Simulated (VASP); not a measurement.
TlSnF:

```
CELL_PARAMETERS angstrom
4.59652 0.00000 0.00000
-2.29826 3.98070 0.00000
0.00000 0.00000 8.51125
ATOMIC_POSITIONS crystal
Tl 0.33333 0.66667 0.91550
Tl 0.66667 0.33333 0.08450
Sn 0.33333 0.66667 0.30473
Sn 0.66667 0.33333 0.69527
F 0.00000 0.00000 0.00000
F 0.00000 0.00000 0.50000
```

The cell was built by a generator and needn't be a form met in nature.

| Item | Value |
| --- | --- |
| Program | VASP 6.6.1 |
| Task | relaxation of the atoms |
| Functional | RPBE |
| Potentials or basis | VASP PAW PBE potentials, release 64 (Tl_d, Sn_d, F) |
| Cutoff | 520 eV |
| k mesh | 7 × 7 × 3 |
| Occupations | gaussian, width 0.05 eV |
| Spin | no spin polarisation |

At the start: pressure 1.4 GPa; volume 25.96 Å³/atom.

Problem. Where does the relaxation end?

Solution. Over 19 steps the energy falls by 287.5 meV/atom; space group P-3m1 (No. 164, to 0.05 Å).

Step by step:
```tsv
step	energy change (eV)	largest force (eV/Å)	pressure (GPa)
1	0.0000	0.8778	1.39
2	-0.1271	0.8099	0.84
3	-0.4108	0.7940	-0.40
4	-0.9146	1.3228	-1.05
5	-1.2786	0.8991	1.93
6	-1.4008	1.1388	-0.30
7	-1.4617	0.7005	0.40
8	-1.5286	0.6405	2.29
9	-1.5595	0.6617	1.40
10	-1.6850	0.3347	1.13
11	-1.7206	0.1164	1.11
12	-1.6740	0.4129	1.16
13	-1.7250	0.0259	1.11
14	-1.7249	0.0278	1.10
15	-1.7251	0.0081	1.05
16	-1.7251	0.0095	1.06
17	-1.7251	0.0087	1.05
18	-1.7251	0.0091	1.06
19	-1.7251	0.0025	1.06
```

Final structure:
```
Tl Sn F
1.0
     4.59652    0.00000    0.00000
    -2.29826    3.98070    0.00000
     0.00000    0.00000    8.51125
Tl Sn F
2 2 2
Direct
  0.33333 0.66667 0.86140
  0.66667 0.33333 0.13860
  0.33333 0.66667 0.40995
  0.66667 0.33333 0.59005
  0.00000 0.00000 0.00000
  0.00000 0.00000 0.50000
```

Caveat: the PAW data sets were made with another functional, which shifts forces and pressure a little.
